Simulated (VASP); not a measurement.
Level of theory: vdW-DF-cx, VASP's PBE PAW potentials (set 64) (plane waves; VASP 6.6.1).

VASP ran on this input.

KPOINTS:
```
Regular mesh
0
Gamma
  18 18 18
```

**INCAR**
```
SYSTEM = Pt
PREC = Accurate; ENCUT = 520; LREAL = .False.
LASPH = .True.
EDIFF = 1E-7; NELM = 100; ALGO = Normal
LMAXMIX = 6
ISMEAR = -5
GGA = CX; LUSE_VDW = .True.; AGGAC = 0.0
ISIF = 2
LWAVE = .False.; LCHARG = .True.; LORBIT = 11
NEDOS = 601
```

**POSCAR**
```
Pt
1.0
  0.0000000000   1.9642759848   1.9642759848
  1.9642759848   0.0000000000   1.9642759848
  1.9642759848   1.9642759848   0.0000000000
Pt
1
Cartesian
  0.0000000000   0.0000000000   0.0000000000
```

POTCAR, in this order: Pt (PBE.64 set). Program: vasp_std.

Unless said otherwise, spin-orbit coupling is left out, though it shifts the bands of the heavy elements here.

**Question.** Predict the energy per atom (σ→0), band gap (on the k-mesh).

**Answer.** 
The energy per atom (σ→0) comes out as -4.022 eV/atom and the band gap (on the k-mesh) is none (metal, semimetal or under 0.01 eV).

### OSZICAR
```
...
DAV:   8    -0.402223412905E+01    0.37562E-02   -0.66375E-03  3746   0.829E-01    0.548E-01
DAV:   9    -0.402199475034E+01    0.23938E-03   -0.25721E-04  3721   0.157E-01    0.130E-02
DAV:  10    -0.402200031415E+01   -0.55638E-05   -0.53042E-06  3930   0.221E-02    0.786E-03
DAV:  11    -0.402199712088E+01    0.31933E-05   -0.98538E-07  3821   0.928E-03    0.560E-04
DAV:  12    -0.402199722334E+01   -0.10246E-06   -0.64076E-09  1878   0.877E-04    0.287E-04
DAV:  13    -0.402199735524E+01   -0.13190E-06   -0.19330E-09  1826   0.380E-04    0.476E-05
DAV:  14    -0.402199734054E+01    0.14698E-07   -0.17687E-10  1788   0.129E-04
   1 F= -.40219973E+01 E0= -.40219973E+01  d E =0.000000E+00
```

The compound is Pt in the fcc structure. It was relaxed first.
